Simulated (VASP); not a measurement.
VASP ran on this input.

POSCAR:
```
CaCl2
1
    4.0515812439     0.0000000000     0.0000000000
    0.0000000000     6.0177468514     0.0000000000
    0.0000000000    -0.0000000000     6.3172648046
Ca Cl
2 4
Direct
  0.0000000000   0.0000000000   0.0000000000
  0.5000000000   0.5000000000   0.5000000000
  0.0000000000   0.2573816738   0.3459584312
  0.5000000000   0.7573816738   0.1540415688
  0.5000000000   0.2426183262   0.8459584312
  0.0000000000   0.7426183262   0.6540415688
```

### INCAR
```
ALGO  =  Normal
EDIFF  =  1E-8
EDIFFG  =  -0.001
ENCUT  =  400
IBRION  =  1
ISIF  =  2
ISMEAR  =  0
LASPH  =  T
LCHARG  =  F
LREAL  =  F
LWAVE  =  F
NELM  =  100
NSW  =  30
PREC  =  Accurate
SIGMA  =  0.05
SYSTEM  =  CaCl2
```

**KPOINTS**
```
K-points
0
Gamma
  5 4 3
```

POTCAR, in this order: Ca_sv Cl (LDA.64 set). Program: vasp_std.

Question: Write an equivalent input for Ansatz.

Answer: One equivalent input (not run):
Ansatz 0.2 input:
```yaml
crystal:
  lattice:
    - [4.0515812, 0.0000000, 0.0000000]
    - [0.0000000, 6.0177469, 0.0000000]
    - [0.0000000, 0.0000000, 6.3172648]
  atoms:
    - { symbol: Ca, position: [0.0000000, 0.0000000, 0.0000000] }
    - { symbol: Ca, position: [0.5000000, 0.5000000, 0.5000000] }
    - { symbol: Cl, position: [0.0000000, 0.2573817, 0.3459584] }
    - { symbol: Cl, position: [0.5000000, 0.7573817, 0.1540416] }
    - { symbol: Cl, position: [0.5000000, 0.2426183, 0.8459584] }
    - { symbol: Cl, position: [0.0000000, 0.7426183, 0.6540416] }
kpoints:
  mp_grid: { grid: [5, 4, 3] }
hamiltonian:
  xc: lda
  pseudopotentials: { kind: paw }
scf:
  occupations: { method: gaussian, width: 0.05 }
  max_iter: 100
relax:
  max_steps: 30
  f_tol: 0.001
output: { forces: true, stress: true, eigenvalues: true }
```
What does not carry over: each code has its own PAW files, so the cut-off isn't converted (ENCUT is set for VASP's; basis.ecutwfc is left out, and Ansatz then takes the one that its files recommend); Ansatz stops its SCF on the density residual and VASP on the energy change (EDIFF); Ansatz's lda is the Perdew-Wang form, while the LDA potentials of VASP carry Perdew-Zunger's.

The compound is CaCl2 in the sg58 structure. This run relaxes the ions in a fixed cell. Symmetry was kept, so distortions that lower it aren't found. The start is the result of an earlier pass.
